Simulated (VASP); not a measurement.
# Which face does Hf expose?, part 4 of 5

Aim: compare the low-index faces of Hf at one level of theory.

VASP 6.6.1; r2SCAN; plane waves and PAW (Hf).

So far. Step 4 (Relaxing the slab, 8 atoms, face Hf(0001)): The run ended after 6 ionic steps, 0.142 eV below its first step, once the forces on the free atoms met EDIFFG = -0.03. Step 5 (Potential and states of the slab, 8 atoms, face …): The vacuum level lies 4.50 eV above the Fermi level at the upper face; both faces agree, as the slab has next to no dipole.

## Step 6: Relaxing the slab, 12 atoms, face Hf(10-10)

System of this step: Hf(10-10). The cell holds 12 atoms: 12 Hf. Its edges and angles: a = 3.181 Å, b = 4.996 Å, c = 29.694 Å, α = 90.0°, β = 90.0°, γ = 90.0°. It derives from Hf. 12 layers of hcp Hf, cut at this functional's lattice. Vacuum lies along c.

Input file INCAR:

```
SYSTEM = Hf
PREC = Normal
ENCUT = 320
EDIFF = 1E-05
NELM = 120
ISMEAR = 1
SIGMA = 0.15
LREAL = .FALSE.
ALGO = Normal
METAGGA = R2SCAN
LASPH = .TRUE.
NBANDS = 36
LORBIT = 11
LWAVE = .FALSE.
LCHARG = .FALSE.
KPAR = 4
IBRION = 2
NSW = 40
ISIF = 2
EDIFFG = -0.03
POTIM = 0.4
MAXMIX = 40
```

Input file POSCAR:

```
Hf
1.0
    3.1813285835      0.0000000000      0.0000000000
    0.0000000000      4.9957617674      0.0000000000
    0.0000000000      0.0000000000     29.6939273125
Hf
12
Direct
    0.0000000000      0.0000000000      0.2525769000
    0.5000000000      0.0000000000      0.3453605600
    0.5000000000      0.5000000000      0.2835047800
    0.0000000000      0.0000000000      0.4381442200
    0.0000000000      0.5000000000      0.3762884500
    0.5000000000      0.0000000000      0.5309278900
    0.5000000000      0.5000000000      0.4690721100
    0.0000000000      0.0000000000      0.6237115500
    0.0000000000      0.5000000000      0.5618557800
    0.5000000000      0.0000000000      0.7164952200
    0.5000000000      0.5000000000      0.6546394400
    0.0000000000      0.5000000000      0.7474231000
```

Input file KPOINTS:

```
Automatic mesh
0
Gamma
9 6 1
0 0 0
```

The projector-augmented-wave data sets are Hf (PBE family, release 64).

Run with:

```console
$ mpirun -np 4 vasp_std
```

What it wrote:

```text
[banner, memory and clock lines left out]
running    4 mpi-ranks, on    1 nodes
 distrk:  each k-point on    1 cores,    4 groups
 distr:  one band on    1 cores,    1 groups

 POSCAR found type information on POSCAR Hf
 POSCAR found :  1 types and      12 ions
 [... a notice as in an earlier step ...]

 LDA part: xc-table for (None), standard interpolation
 POSCAR, INCAR and KPOINTS ok, starting setup
 FFT: planning ... GRIDC
 FFT: planning ... GRID_SOFT
 FFT: planning ... GRID
 WAVECAR not read
 entering main loop
       N       E                     dE             d eps       ncg     rms          rms(c)
DAV:   1    -0.341709682564E+03   -0.34171E+03   -0.12235E+04  1440   0.702E+02
DAV:   2    -0.513844705559E+03   -0.17214E+03   -0.15850E+03  1980   0.135E+02
DAV:   3    -0.534712022525E+03   -0.20867E+02   -0.19632E+02  1908   0.452E+01
DAV:   4    -0.536739553866E+03   -0.20275E+01   -0.19358E+01  2640   0.114E+01
DAV:   5    -0.536820588436E+03   -0.81035E-01   -0.79014E-01  2480   0.232E+00    0.267E+01
DAV:   6    -0.575653875427E+03   -0.38833E+02   -0.22410E+02  2716   0.326E+01    0.249E+01
DAV:   7    -0.542917936321E+03    0.32736E+02   -0.43251E+02  2780   0.441E+01    0.238E+01
DAV:   8    -0.536431619439E+03    0.64863E+01   -0.10168E+02  2356   0.293E+01    0.706E+00
DAV:   9    -0.536986615324E+03   -0.55500E+00   -0.26819E+01  2472   0.124E+01    0.499E+00
DAV:  10    -0.537287857447E+03   -0.30124E+00   -0.33386E+00  2360   0.515E+00    0.377E+00
DAV:  11    -0.537258670835E+03    0.29187E-01   -0.42201E-01  2608   0.173E+00    0.305E+00
DAV:  12    -0.537207142974E+03    0.51528E-01   -0.31564E-01  2088   0.171E+00    0.710E-01
DAV:  13    -0.537218455898E+03   -0.11313E-01   -0.76263E-02  2456   0.784E-01    0.575E-01
DAV:  14    -0.537221090808E+03   -0.26349E-02   -0.15221E-02  2168   0.392E-01    0.288E-01
DAV:  15    -0.537224720568E+03   -0.36298E-02   -0.74698E-03  2104   0.297E-01    0.161E-01
DAV:  16    -0.537225385131E+03   -0.66456E-03   -0.28061E-03  2408   0.169E-01    0.768E-02
DAV:  17    -0.537226621786E+03   -0.12367E-02   -0.13161E-03  2008   0.122E-01    0.613E-02
DAV:  18    -0.537227194406E+03   -0.57262E-03   -0.62540E-04  2008   0.785E-02    0.277E-02
DAV:  19    -0.537227556029E+03   -0.36162E-03   -0.25683E-04  2224   0.506E-02    0.159E-02
DAV:  20    -0.537227875208E+03   -0.31918E-03   -0.16441E-04  1848   0.389E-02    0.166E-02
DAV:  21    -0.537228080304E+03   -0.20510E-03   -0.49742E-05  1752   0.226E-02    0.818E-03
DAV:  22    -0.537228202824E+03   -0.12252E-03   -0.32650E-05  1480   0.194E-02    0.531E-03
DAV:  23    -0.537228329318E+03   -0.12649E-03   -0.30802E-05  1528   0.173E-02    0.547E-03
DAV:  24    -0.537228412876E+03   -0.83558E-04   -0.11702E-05  1320   0.118E-02    0.204E-03
DAV:  25    -0.537228452891E+03   -0.40015E-04   -0.58857E-06  1228   0.103E-02    0.133E-03
DAV:  26    -0.537228469256E+03   -0.16365E-04   -0.32932E-06  1124   0.944E-03    0.119E-03
DAV:  27    -0.537228472364E+03   -0.31081E-05   -0.14844E-06  1052   0.695E-03
   1 F= -.53722847E+03 E0= -.53722227E+03  d E =-.537228E+03
 curvature:   0.00 expect dE= 0.000E+00 dE for cont linesearch  0.000E+00
 trial: gam= 0.00000 g(F)=  0.275E-01 g(S)=  0.000E+00 ort = 0.000E+00 (trialstep = 0.100E+01)
 search vector abs. value=  0.275E-01
 bond charge predicted
       N       E                     dE             d eps       ncg     rms          rms(c)
DAV:   1    -0.537249590554E+03   -0.21121E-01   -0.11284E+00  1440   0.395E+00    0.335E-01
DAV:   2    -0.537251795069E+03   -0.22045E-02   -0.22141E-02  2168   0.469E-01    0.201E-01
DAV:   3    -0.537252157526E+03   -0.36246E-03   -0.87017E-03  2160   0.272E-01    0.110E-01
DAV:   4    -0.537252440391E+03   -0.28286E-03   -0.21451E-03  1904   0.146E-01    0.881E-02
DAV:   5    -0.537252449243E+03   -0.88527E-05   -0.23979E-04  2128   0.492E-02    0.372E-02
DAV:   6    -0.537252466050E+03   -0.16806E-04   -0.50786E-05  1844   0.260E-02    0.160E-02
DAV:   7    -0.537252479746E+03   -0.13696E-04   -0.22762E-05  1464   0.175E-02    0.965E-03
DAV:   8    -0.537252481164E+03   -0.14183E-05   -0.13296E-05  1236   0.124E-02
   2 F= -.53725248E+03 E0= -.53724641E+03  d E =-.240088E-01
[... from here on, the cycles between the ionic steps are left out ...]
   3 F= -.53728063E+03 E0= -.53727451E+03  d E =-.521531E-01
   4 F= -.53728106E+03 E0= -.53727490E+03  d E =-.525910E-01
   5 F= -.53728458E+03 E0= -.53727811E+03  d E =-.351939E-02
   6 F= -.53728627E+03 E0= -.53727946E+03  d E =-.520437E-02
   7 F= -.53728720E+03 E0= -.53728036E+03  d E =-.934103E-03
   8 F= -.53728864E+03 E0= -.53728173E+03  d E =-.236994E-02
   9 F= -.53728933E+03 E0= -.53728242E+03  d E =-.696369E-03
 ZBRENT: can't locate minimum, use default step
 trial-energy change:   -0.000696  1 .order   -0.000743   -0.000803   -0.000683
 step:   3.6523(harm=  6.0996)  dis= 0.01261  next Energy=  -537.291321 (dE=-0.268E-02)
 bond charge predicted
       N       E                     dE             d eps       ncg     rms          rms(c)
DAV:   1    -0.537289576564E+03   -0.23747E-03   -0.67546E-01  1440   0.314E+00    0.179E-01
DAV:   2    -0.537290521145E+03   -0.94458E-03   -0.81093E-03  1888   0.324E-01    0.567E-02
DAV:   3    -0.537290711581E+03   -0.19044E-03   -0.84481E-04  2424   0.905E-02    0.223E-02
DAV:   4    -0.537290851199E+03   -0.13962E-03   -0.66435E-05  1868   0.249E-02    0.193E-02
DAV:   5    -0.537290899059E+03   -0.47861E-04   -0.14974E-05  1308   0.139E-02    0.115E-02
DAV:   6    -0.537290931637E+03   -0.32578E-04   -0.10838E-05  1228   0.111E-02    0.476E-03
DAV:   7    -0.537290942675E+03   -0.11038E-04   -0.57469E-06  1072   0.106E-02    0.248E-03
DAV:   8    -0.537290935863E+03    0.68121E-05   -0.44316E-06  1024   0.108E-02
  10 F= -.53729094E+03 E0= -.53728416E+03  d E =-.229815E-02
 curvature:  -5.90 expect dE=-0.460E-03 dE for cont linesearch -0.342E-03
 trial: gam=-0.18746 g(F)=  0.779E-04 g(S)=  0.000E+00 ort = 0.356E-03 (trialstep = 0.146E+01)
 search vector abs. value=  0.214E-04
 reached required accuracy - stopping structural energy minimisation
```

It took 9.9 min on 4 MPI ranks of Intel Xeon Platinum 8259CL at 2.50GHz (Skylake/Cascade Lake), shared host; peak memory 1.2 GiB.

Parts of OUTCAR (step 6):

```text
   k-points           NKPTS =     20   k-points in BZ     NKDIM =     20   number of bands    NBANDS=     36

   ENCUT  =  320.0 eV  23.52 Ry    4.85 a.u.   4.64  7.29 43.31*2*pi/ulx,y,z

   NELECT =      48.0000    total number of electrons

 E-fermi :   1.3009

 k-point     1 :       0.0000    0.0000    0.0000
  band No.  band energies     occupation
    ...
     17       0.5909      2.00000
     18       0.6759      2.00000
     19       0.7302      2.00000
     20       0.9047      2.00120
     21       1.2770      1.26568
     22       1.5452     -0.04351
     23       1.5678     -0.03049
     24       2.0375     -0.00000
     25       2.2431     -0.00000
     26       2.3505     -0.00000
    ...

  Total       -4.8498404     -3.0248754     -0.6840399      0.0000000      0.0000000      0.0000000
  in kB      -16.4649395    -10.2692844     -2.3222776      0.0000000      0.0000000      0.0000000
  external PRESSURE =      -9.6855005 kB  Pullay stress =       0.0000000 kB

 POSITION                                       TOTAL-FORCE (eV/Angst)
 -----------------------------------------------------------------------------------
      0.00000      0.00000      7.60795         0.000000      0.000000      0.016551
      1.59066      0.00000     10.24031         0.000000      0.000000      0.011051
      1.59066      2.49788      8.46079         0.000000      0.000000      0.004871
      0.00000      0.00000     12.99880         0.000000      0.000000      0.019598
      0.00000      2.49788     11.16945         0.000000      0.000000     -0.002317
      1.59066      0.00000     15.76884         0.000000      0.000000     -0.014152
      1.59066      2.49788     13.92509         0.000000      0.000000      0.014152
      0.00000      0.00000     18.52447         0.000000      0.000000      0.002317
      0.00000      2.49788     16.69513         0.000000      0.000000     -0.019598
      1.59066      0.00000     21.23314         0.000000      0.000000     -0.004871
      1.59066      2.49788     19.45361         0.000000      0.000000     -0.011051
      0.00000      2.49788     22.08597         0.000000      0.000000     -0.016551
 -----------------------------------------------------------------------------------
    total drift:                               -0.000000      0.000000      0.000000

  FREE ENERGIE OF THE ION-ELECTRON SYSTEM (eV)
  ---------------------------------------------------
  free  energy   TOTEN  =      -537.2909358633 eV

  energy  without entropy=     -537.2706118175  energy(sigma->0) =     -537.28416118

[... 1 part as in an earlier step ...]

[... 15 further parts left out ...]
```

The run keeps the 8 symmetry operations of its start, so it cannot find a distortion of lower symmetry.

Step by step:

```tsv
step	energy less that of the first step (eV)	largest force (eV/Å)
1	0.0000	0.4920
2	-0.0240	0.3725
3	-0.0522	0.1291
4	-0.0526	0.1427
5	-0.0561	0.0866
6	-0.0578	0.0560
7	-0.0587	0.0379
8	-0.0602	0.0686
9	-0.0609	0.0557
10	-0.0625	0.0196
```

The atoms that moved most (Å):

```tsv
atom	dx	dy	dz	length
Hf12	0.000	0.000	-0.108	0.108
Hf1	0.000	0.000	0.108	0.108
Hf10	0.000	0.000	-0.042	0.042
Hf3	0.000	0.000	0.042	0.042
Hf11	0.000	0.000	0.015	0.015
Hf2	0.000	0.000	-0.015	0.015
Hf9	0.000	0.000	0.011	0.011
Hf4	0.000	0.000	-0.011	0.011
```

The relaxed structure:

```xyz
12
Lattice="3.1813 0.0000 0.0000 0.0000 4.9958 0.0000 0.0000 0.0000 29.6939" Properties=species:S:1:pos:R:3
Hf    0.0000    0.0000    7.6080
Hf    1.5907    0.0000   10.2403
Hf    1.5907    2.4979    8.4608
Hf    0.0000    0.0000   12.9988
Hf    0.0000    2.4979   11.1695
Hf    1.5907    0.0000   15.7688
Hf    1.5907    2.4979   13.9251
Hf    0.0000    0.0000   18.5245
Hf    0.0000    2.4979   16.6951
Hf    1.5907    0.0000   21.2331
Hf    1.5907    2.4979   19.4536
Hf    0.0000    2.4979   22.0860
```

This step gave:

- electronic cycles: 78
- electrons: 48
- free energy (TOTEN): -537.2909 eV
- energy at zero smearing: -537.2842 eV
- Fermi energy: 1.301 eV

The run ended after 10 ionic steps, 0.062 eV below its first step, once the forces on the free atoms met EDIFFG = -0.03.

## Step 7: Vacuum level and density of states, 12 atoms, face Hf(10-10)

Input file INCAR:

```
SYSTEM = Hf
PREC = Normal
ENCUT = 320
EDIFF = 1E-06
NELM = 120
ISMEAR = 1
SIGMA = 0.15
LREAL = .FALSE.
ALGO = Normal
METAGGA = R2SCAN
LASPH = .TRUE.
NBANDS = 36
LORBIT = 11
LWAVE = .FALSE.
LCHARG = .TRUE.
KPAR = 4
IDIPOL = 3
LDIPOL = .TRUE.
DIPOL = 0.5 0.5 0.5
LVHAR = .TRUE.
LVACPOTAV = .TRUE.
NEDOS = 1500
```

Input file POSCAR:

```
Hf
1.0
    3.1813285835      0.0000000000      0.0000000000
    0.0000000000      4.9957617674      0.0000000000
    0.0000000000      0.0000000000     29.6939273125
Hf
12
Direct
    0.0000000000      0.0000000000      0.2562124521
    0.5000000000      0.0000000000      0.3448622197
    0.5000000000      0.5000000000      0.2849334176
    0.0000000000      0.0000000000      0.4377595420
    0.0000000000      0.5000000000      0.3761527617
    0.5000000000      0.0000000000      0.5310458442
    0.5000000000      0.5000000000      0.4689541558
    0.0000000000      0.0000000000      0.6238472383
    0.0000000000      0.5000000000      0.5622404580
    0.5000000000      0.0000000000      0.7150665824
    0.5000000000      0.5000000000      0.6551377803
    0.0000000000      0.5000000000      0.7437875479
```

KPOINTS is that of step 6.

Run with:

```console
$ mpirun -np 4 vasp_std
```

What it wrote:

```text
[... set-up lines as in an earlier step ...]
 entering main loop
       N       E                     dE             d eps       ncg     rms          rms(c)
DAV:   1    -0.339068692104E+03   -0.33907E+03   -0.12259E+04  1440   0.702E+02
DAV:   2    -0.513571215322E+03   -0.17450E+03   -0.16061E+03  1992   0.136E+02
DAV:   3    -0.534514997099E+03   -0.20944E+02   -0.19701E+02  1856   0.456E+01
DAV:   4    -0.536653128739E+03   -0.21381E+01   -0.20446E+01  2640   0.116E+01
DAV:   5    -0.536738172202E+03   -0.85043E-01   -0.82859E-01  2472   0.237E+00    0.272E+01
DAV:   6    -0.566689843532E+03   -0.29952E+02   -0.15953E+02  2632   0.288E+01    0.238E+01
DAV:   7    -0.548957219980E+03    0.17733E+02   -0.38401E+02  2696   0.437E+01    0.235E+01
DAV:   8    -0.537027817002E+03    0.11929E+02   -0.91202E+01  2380   0.287E+01    0.768E+00
DAV:   9    -0.536973580345E+03    0.54237E-01   -0.25001E+01  2408   0.131E+01    0.470E+00
DAV:  10    -0.537339215612E+03   -0.36564E+00   -0.32476E+00  2464   0.535E+00    0.334E+00
DAV:  11    -0.537327294861E+03    0.11921E-01   -0.36551E-01  2576   0.162E+00    0.273E+00
DAV:  12    -0.537276320234E+03    0.50975E-01   -0.22498E-01  2168   0.144E+00    0.807E-01
DAV:  13    -0.537282990839E+03   -0.66706E-02   -0.12004E-01  2472   0.871E-01    0.541E-01
DAV:  14    -0.537284638866E+03   -0.16480E-02   -0.12544E-02  2296   0.319E-01    0.294E-01
DAV:  15    -0.537287348226E+03   -0.27094E-02   -0.46974E-03  2256   0.206E-01    0.133E-01
DAV:  16    -0.537288494240E+03   -0.11460E-02   -0.29434E-03  2276   0.160E-01    0.926E-02
DAV:  17    -0.537289156651E+03   -0.66241E-03   -0.64139E-04  2000   0.868E-02    0.412E-02
DAV:  18    -0.537289848305E+03   -0.69165E-03   -0.46905E-04  2096   0.706E-02    0.205E-02
DAV:  19    -0.537290161651E+03   -0.31335E-03   -0.15270E-04  1976   0.436E-02    0.131E-02
DAV:  20    -0.537290459112E+03   -0.29746E-03   -0.18291E-04  1872   0.521E-02    0.105E-02
DAV:  21    -0.537290615486E+03   -0.15637E-03   -0.44756E-05  2048   0.294E-02    0.781E-03
DAV:  22    -0.537290709666E+03   -0.94181E-04   -0.24847E-05  1828   0.217E-02    0.642E-03
DAV:  23    -0.537290792806E+03   -0.83139E-04   -0.20415E-05  1744   0.174E-02    0.318E-03
DAV:  24    -0.537290867226E+03   -0.74420E-04   -0.16699E-05  1688   0.168E-02    0.228E-03
DAV:  25    -0.537290909786E+03   -0.42560E-04   -0.52693E-06  1528   0.971E-03    0.189E-03
DAV:  26    -0.537290933706E+03   -0.23920E-04   -0.39194E-06  1448   0.909E-03    0.824E-04
DAV:  27    -0.537290938071E+03   -0.43646E-05   -0.81471E-07  1272   0.548E-03    0.447E-04
DAV:  28    -0.537290936529E+03    0.15418E-05   -0.54756E-07  1156   0.512E-03    0.230E-04
DAV:  29    -0.537290938032E+03   -0.15030E-05   -0.35855E-07  1116   0.421E-03    0.183E-04
DAV:  30    -0.537290938722E+03   -0.69058E-06   -0.12543E-07  1028   0.234E-03
 [... a notice as in an earlier step ...]

   1 F= -.53729094E+03 E0= -.53728416E+03  d E =-.203437E-01
```

Wall time 3.3 min (4 MPI ranks); peak memory 1.2 GiB.

(Part 4 of 5 ends here.)

[Lines on the potential files, build, host, timing and source positions are cut from VASP's logs without a mark.]

[Logs are printed without paths, hosts, clocks, repeated set-up lines and the standing remarks that a program may print on its own settings, such as how far it seeks lower states.]

[Hosts, paths, dates, database ids (printed as entryN), source tags and the programs' standing remarks are cut or masked in the printed files.]

[Runs that stopped without an error message from VASP are left out.]
